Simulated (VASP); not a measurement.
Elastic constants (GPa) of a crystal from VASP with PBEsol GGA, VASP's PBE PAW potentials (set 64):

```json
[
 {"": "xx", "xx": "625.8", "yy": "65.7", "zz": "135.9", "yz": "0.0", "xz": "0.0", "xy": "0.0"},
 {"": "yy", "xx": "65.7", "yy": "625.8", "zz": "135.9", "yz": "0.0", "xz": "0.0", "xy": "0.0"},
 {"": "zz", "xx": "135.9", "yy": "135.9", "zz": "474.0", "yz": "0.0", "xz": "0.0", "xy": "0.0"},
 {"": "yz", "xx": "0.0", "yy": "0.0", "zz": "0.0", "yz": "269.3", "xz": "0.0", "xy": "0.0"},
 {"": "xz", "xx": "0.0", "yy": "0.0", "zz": "0.0", "yz": "0.0", "xz": "269.3", "xy": "0.0"},
 {"": "xy", "xx": "0.0", "yy": "0.0", "zz": "0.0", "yz": "0.0", "xz": "0.0", "xy": "280.1"}
]
```

Finite-difference elastic constants of metals are sensitive to mesh and smearing; shear constants can be off by tens of GPa.

### Question
Work out the Voigt, Reuss and Hill moduli, Young's modulus and Poisson's ratio.

### Answer
All eigenvalues are positive (smallest 269.3 GPa), so the crystal is stable. K_V = (C11+C22+C33+2(C12+C13+C23))/9 = (1725.6 + 2×337.5)/9 = 266.7 GPa; G_V = (1725.6 − 337.5 + 3×818.7)/15 = 256.3 GPa. From the compliances, K_R = 265.4 GPa and G_R = 249.1 GPa. Hill: K = 266.1 GPa, G = 252.7 GPa, E = 9KG/(3K+G) = 575.8 GPa, ν = (3K−2G)/(2(3K+G)) = 0.139. K/G = 1.05, below Pugh's 1.75; universal anisotropy A^U = 0.15.

### Question
With a density of 11.39 g/cm³, what are the mean sound speeds?

### Answer
v_l = √((K+4G/3)/ρ) = 7.28 km/s and v_t = √(G/ρ) = 4.71 km/s. The crystal is HfB2 (AlB2 type), hexagonal.

The compound is HfB2 in the AlB2 type structure. It was relaxed first.
